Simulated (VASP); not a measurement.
## How PAW data sets and SCF solver change a VASP run on YTe

How sensitive are energy and pressure of YTe to the PAW data sets and SCF solver? The series runs use PBEsol. The PAW data sets tried: minimal 64: Y_sv Te; recommended 54: Y_sv Te; gw 64: Y_sv_GW Te_GW. The SCF solver tried: ALGO = Normal; ALGO = Fast; ALGO = VeryFast; ALGO = All; ALGO = Damped; AMIX = 0.1, BMIX = 0.01; AMIX = 0.8; IMIX = 1, AMIX = 0.2. The start is a cell from a database of measured crystal structures.

Calculated with VASP 6.6.1; PBEsol; plane waves and PAW (Y_sv, Te), in the first sound run; inputs show where later runs differ.

Report form: the programs' logs are mostly left out.

The database entry behind the starting cell differs from later determinations by our own check (0.1 to 0.3 % short, probably kX units), so it need not match the best structure at ambient conditions.

## (1) The structure

It takes space group Fm-3m (No. 225, cubic). Conventional cell: a = 6.080 Å, b = 6.080 Å, c = 6.080 Å, α = 90.00°, β = 90.00°, γ = 90.00°. Nearest to Y lie 6 Te at 3.04 Å. Nearest to Te lie 6 Y at 3.04 Å. Farther neighbours and most contacts between anions are not listed.

## (2) PAW data sets: minimal 64: Y sv Te

Data sets differ in which electrons are valence and how hard the partial waves are. PBEsol restores the gradient expansion of exchange and is tuned for the cells of solids.

INCAR reads:

```
SYSTEM = YTe
PREC = Accurate
ENCUT = 400
EDIFF = 1E-06
NELM = 100
ISMEAR = -1
SIGMA = 0.05
LREAL = .FALSE.
ALGO = Normal
GGA = PS
NBANDS = 14
LORBIT = 11
LWAVE = .FALSE.
LCHARG = .FALSE.
KPAR = 2
ISIF = 2
```

POSCAR reads:

```
YTe
1.0
    0.0000000000      3.0400000000      3.0400000000
    3.0400000000      0.0000000000      3.0400000000
    3.0400000000      3.0400000000      0.0000000000
Y Te
1 1
Direct
    0.5000000000      0.5000000000      0.5000000000
    0.0000000000      0.0000000000      0.0000000000
```

KPOINTS reads:

```
Automatic mesh
0
Gamma
6 6 6
0 0 0
```

Potentials, in the order of the species: Y_sv and Te (PBE family, release 64).

Started as:

```
mpirun -np 2 vasp_std
```

Elapsed: 9.4 s, on 2 MPI ranks of AMD EPYC 7R43, shared host; peak memory 0.26 GiB.

This run has no spin polarisation. Its electron count is odd, so without a moment it is a metal by construction. The k-mesh is coarse for a metal. The PAW data sets were made with PBE, which is usual practice but a small mismatch for other functionals.

Numbers from this step:

- SCF cycles: 13
- electrons: 17
- bands: 14
- irreducible k-points: 16
- symmetry operations: 48
- free energy (TOTEN): -13.10 eV
- energy at zero smearing: -13.10 eV
- Fermi energy: 6.970 eV
- pressure: 0.06501 GPa
- metallic: yes

The series starts at -6.5476 eV an atom and 0.07 GPa, after 13 cycles in 9.4 s.

## (3) PAW data sets: recommended 54: Y sv Te

INCAR is that of step 2.

POSCAR is that of step 2.

KPOINTS is that of step 2.

Potentials, in the order of the species: Y_sv and Te (PBE family, release 54).

Started as:

```
mpirun -np 2 vasp_std
```

Run time: 10 s. Hardware: 2 MPI ranks; peak memory 0.26 GiB; 18 s of CPU time.

With 17 valence electrons the pressure is 0.07 GPa, +0.00 GPa from the first of the series, after 13 cycles in 10 s.

## (4) PAW data sets: GW 64: Y sv GW Te GW

This step: PBEsol; plane waves and PAW (Y_sv_GW, Te_GW) (VASP 6.6.1).

INCAR, as its differences from that of step 3:

```diff
@@ -2,3 +2,3 @@
 PREC = Accurate
-ENCUT = 400
+ENCUT = 450
 EDIFF = 1E-06
```

POSCAR is that of step 3.

KPOINTS is that of step 3.

Potentials, in the order of the species: Y_sv_GW and Te_GW (PBE family, release 64).

Started as:

```
mpirun -np 2 vasp_std
```

The job ended after 11 s (2 MPI ranks; peak memory 0.27 GiB).

With 17 valence electrons the pressure is -0.06 GPa, -0.13 GPa from the first of the series, after 14 cycles in 11 s.

## (5) The PAW data sets series as a table

This step: convergence of PBEsol results with the datasets; plane waves and PAW (VASP 6.6.1).

No new run; the numbers come from the runs before.

Results of the series, by row:

| setting | status | pressure (GPa) | SCF cycles | wall time (s) |
| --- | --- | --- | --- | --- |
| minimal 64: Y_sv Te, 400 eV | converged | 0.06501 | 13 | 9.4 |
| recommended 54: Y_sv Te, 400 eV | converged | 0.06501 | 13 | 10 |
| gw 64: Y_sv_GW Te_GW, 450 eV | converged | -0.06418 | 14 | 11 |

## (6) SCF solver: ALGO = Normal

This step: PBEsol; plane waves and PAW (Y_sv, Te) (VASP 6.6.1).

All solvers should reach one answer; they differ in cycles and robustness.

INCAR, as its differences from that of step 4:

```diff
@@ -2,3 +2,3 @@
 PREC = Accurate
-ENCUT = 450
+ENCUT = 400
 EDIFF = 1E-06
```

POSCAR is that of step 4.

KPOINTS is that of step 4.

PAW data sets: Y_sv and Te (PBE family, release 64).

Started as:

```
mpirun -np 2 vasp_std
```

It took 9 s on 2 MPI ranks; peak memory 0.24 GiB.

Numbers from this step:

| Quantity | Value |
| --- | --- |
| SCF cycles | 13 |
| free energy (TOTEN) | -13.10 eV |
| energy at zero smearing | -13.10 eV |
| Fermi energy | 6.970 eV |
| pressure | 0.06501 GPa |

The series starts at -6.5476 eV an atom and 0.07 GPa, after 13 cycles in 9 s.

## (7) SCF solver: ALGO = Fast

INCAR, as its differences from that of step 6:

```diff
@@ -8,3 +8,3 @@
 LREAL = .FALSE.
-ALGO = Normal
+ALGO = Fast
 GGA = PS
```

POSCAR is that of step 6.

KPOINTS is that of step 6.

Started as:

```
mpirun -np 2 vasp_std
```

Run time: 17 s. Hardware: 2 MPI ranks; peak memory 0.25 GiB.

Against the first of the series the energy stays within 0.01 meV an atom; the pressure moves by -0.01 GPa, after 20 cycles in 17 s.

## (8) SCF solver: ALGO = VeryFast

INCAR, as its differences from that of step 7:

```diff
@@ -8,3 +8,3 @@
 LREAL = .FALSE.
-ALGO = Fast
+ALGO = VeryFast
 GGA = PS
```

POSCAR is that of step 7.

KPOINTS is that of step 7.

Started as:

```
mpirun -np 2 vasp_std
```

The job ended after 17 s (2 MPI ranks; peak memory 0.25 GiB).

Against the first of the series the energy stays within 0.01 meV an atom; the pressure moves by -0.01 GPa, after 28 cycles in 17 s.

## (9) SCF solver: ALGO = All

INCAR, as its differences from that of step 8:

```diff
@@ -8,3 +8,3 @@
 LREAL = .FALSE.
-ALGO = VeryFast
+ALGO = All
 GGA = PS
```

POSCAR is that of step 8.

KPOINTS is that of step 8.

Started as:

```
mpirun -np 2 vasp_std
```

The job ended after 14 s (2 MPI ranks; peak memory 0.26 GiB; 26 s of CPU time).

Against the first of the series the energy stays within 0.01 meV an atom; the pressure moves by -0.01 GPa, after 20 cycles in 14 s.

## (10) SCF solver: ALGO = Damped

INCAR, as its differences from that of step 9:

```diff
@@ -8,3 +8,3 @@
 LREAL = .FALSE.
-ALGO = All
+ALGO = Damped
 GGA = PS
```

POSCAR is that of step 9.

KPOINTS is that of step 9.

Started as:

```
mpirun -np 2 vasp_std
```

Elapsed: 48 s, on 2 MPI ranks; peak memory 0.26 GiB.

EDIFF was not reached within NELM cycles, so the run counts as unconverged.

## (11) SCF solver: AMIX = 0.1, BMIX = 0.01

INCAR, as its differences from that of step 10:

```diff
@@ -8,3 +8,3 @@
 LREAL = .FALSE.
-ALGO = Damped
+ALGO = Normal
 GGA = PS
@@ -16 +16,3 @@
 ISIF = 2
+AMIX = 0.1
+BMIX = 0.01
```

POSCAR is that of step 10.

KPOINTS is that of step 10.

Started as:

```
mpirun -np 2 vasp_std
```

Wall time 14 s (2 MPI ranks); peak memory 0.25 GiB; 26 s of CPU time.

Against the first of the series the energy stays within 0.01 meV an atom; the pressure moves by +0.05 GPa, after 20 cycles in 14 s.

## (12) SCF solver: AMIX = 0.8

INCAR, as its differences from that of step 11:

```diff
@@ -16,3 +16,2 @@
 ISIF = 2
-AMIX = 0.1
-BMIX = 0.01
+AMIX = 0.8
```

POSCAR is that of step 11.

KPOINTS is that of step 11.

Started as:

```
mpirun -np 2 vasp_std
```

Wall time 10 s (2 MPI ranks); peak memory 0.26 GiB.

Against the first of the series the energy stays within 0.01 meV an atom and the pressure within 0.01 GPa, after 13 cycles in 10 s.

## (13) SCF solver: IMIX = 1, AMIX = 0.2

INCAR, as its differences from that of step 12:

```diff
@@ -16,2 +16,3 @@
 ISIF = 2
-AMIX = 0.8
+IMIX = 1
+AMIX = 0.2
```

POSCAR is that of step 12.

KPOINTS is that of step 12.

Started as:

```
mpirun -np 2 vasp_std
```

Wall time 18 s (2 MPI ranks); peak memory 0.26 GiB; 34 s of CPU time.

Against the first of the series the energy stays within 0.01 meV an atom; the pressure moves by -0.02 GPa, after 23 cycles in 18 s.

## (14) The SCF solver series as a table

This step: convergence of PBEsol results with the solver; plane waves and PAW (VASP 6.6.1).

This step runs nothing: it gathers the runs above.

Differences are taken from the run with ALGO = Normal. Results of the series, by row:

| setting | status | energy less the reference (meV/atom) | pressure (GPa) | SCF cycles | wall time (s) |
| --- | --- | --- | --- | --- | --- |
| ALGO = Normal | converged | 0 | 0.06501 | 13 | 9 |
| ALGO = Fast | converged | -8.40e-4 | 0.05359 | 20 | 16.6 |
| ALGO = VeryFast | converged | 6.65e-4 | 0.05969 | 28 | 17.2 |
| ALGO = All | converged | 5.80e-4 | 0.058 | 20 | 13.6 |
| ALGO = Damped | not_converged | - | - | - | 48 |
| AMIX = 0.1, BMIX = 0.01 | converged | 8.95e-4 | 0.1157 | 20 | 13.8 |
| AMIX = 0.8 | converged | 9.50e-5 | 0.06158 | 13 | 10 |
| IMIX = 1, AMIX = 0.2 | converged | 5.60e-4 | 0.048 | 23 | 17.8 |

## (15) Outcome

* spread of the pressure over the PAW data sets: 0.129 GPa
* fewest SCF cycles: ALGO = Normal; AMIX = 0.8 (13)
* most SCF cycles among converged runs: ALGO = VeryFast (28)
* spread of the pressure over the SCF solver: 0.0677 GPa
* spread of the energy over the SCF solver: 0.00173 meV/atom

What this shows: The choice of data set moves the pressure between -0.06 GPa (gw 64: Y_sv_GW Te_GW) and 0.07 GPa (minimal 64: Y_sv Te); the cutoffs differ too (400 and 450 eV). All SCF solvers that converged agree within 0.05 meV an atom. No setting beats the 9 s of ALGO = Normal by a fifth or more; the slowest converged run is IMIX = 1, AMIX = 0.2, at 18 s. On a shared host such times are rough. Yet the pressure of AMIX = 0.1, BMIX = 0.01 is +0.05 GPa off: EDIFF tests the energy, which is second order in the error of the density, while the stress is first order. Data sets differ in their zero of energy, so energies are not compared. ALGO = Damped did not converge. Forces vanish by symmetry in this cell, so the series can't test them.

[Lines on the potential files, build, host, timing and source positions are cut from VASP's logs without a mark.]

[Logs are printed without paths, hosts, clocks, repeated set-up lines and the standing remarks that a program may print on its own settings, such as how far it seeks lower states.]

[Hosts, paths, dates, database ids (printed as entryN), source tags and the programs' standing remarks are cut or masked in the printed files.]

[A measured line is paired with the nearest computed mode of its activity, which favours agreement.]
